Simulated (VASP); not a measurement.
# HgTe: energy against volume

HgTe (zinc blende, F-43m, 36.823 Å³/atom and stress up to 0.01 GPa in the relaxed cell, cube axes along x, y and z) under an equal strain ε along all three axes. PBE in VASP (plane waves, PAW), 480 eV, 8×8×8 Γ-centred mesh, Methfessel-Paxton smearing 0.10 eV; ions are relaxed, or left where forces stay under 0.02 eV/Å, within the symmetry of each cell. Against the start cell, which lies near the measured one, the relaxed cell differs by 9.3 % in volume; the values below rest on it.

Here V stands for volume and E for E less E0.

| volume (Å³/atom) | E less E0 (meV/atom) | pressure (GPa) |
|---|---|---|
| 33.6075 | ? | ? |
| 34.6576 | 16.01 | 2.44 |
| 35.1908 | 8.93 | 1.76 |
| 35.7294 | 3.98 | 1.13 |
| 36.2735 | 1.05 | 0.55 |
| 36.8231 | 0.00 | 0.01 |
| 37.3782 | 0.73 | -0.48 |
| 37.9389 | 3.13 | -0.93 |
| 38.5052 | 7.08 | -1.35 |
| 39.0770 | 12.50 | -1.73 |

Taking the third-order Birch-Murnaghan form, a cubic in V^(-2/3) for E over the 9 complete rows: With u = V^(-2/3) - 0.0904, the rows have u = 0.0036736, 0.0027209, 0.0017827, 0.0008586, -0.0000517, -0.0009485, -0.0018320, -0.0027025, -0.0035601. Least squares gives E = 0.014 + 266.7·u + 1086044·u² + 7289591·u³. Residuals (row less fit): -0.002, 0.003, -0.002, 0.002, -0.003, -0.002, 0.004, -0.001, 0.000; standard error 0.003 (degrees of freedom: 5). Its minimum lies at u = -0.0001229, so V0 = (0.0902771)^(-3/2) = 36.87. There d²E/du² = 2167000 and d³E/du³ = 4.374e7, so B0 = (4/9) × 36.87^(-7/3) × 2167000 × 0.160218 = 34.1 GPa (the last factor turns the table's units into GPa), and B0' = 4 + (2/3) × 0.0902771 × (4.374e7)/2167000 = 5.2. B0' rests on the cubic coefficient alone and has a standard error of 0.1 from these residuals.

Problem. What does the fit predict for E at V = 33.6075, and how far is the calculated value from it?

Solution. u = 0.0056231, so E = 0.014 + 266.7 × 0.0056231 + 1086044 × 0.0056231² + 7289591 × 0.0056231³ = 37.150 meV/atom. The calculation gives 37.14 meV/atom, 0.010 meV/atom below the prediction (0.0 % of the range of E in the table). The row lies outside the fitted rows, so this is an extrapolation. The scatter of the fitted rows lies at the last printed digit.

This level leaves no gap over 0.05 eV at strain -3.00, -2.00, -1.50, -1.00, -0.50, 0.00, 0.50, 1.00, 1.50, 2.00 %. Spin-orbit coupling is left out, which can shift these values for the heavy elements here. Other structures, which can take over under pressure, weren't tried. The same form fitted to the pressure column gives B0' = 5.2; series where the two differ by over 0.4 aren't shown. Rows are the converged runs of the series near zero and its far end, less any whose ions stayed unrelaxed beside relaxed ones; series whose fitted rows scatter by over a few per cent of the range, as at a crossing or softening among them, aren't shown in this form.
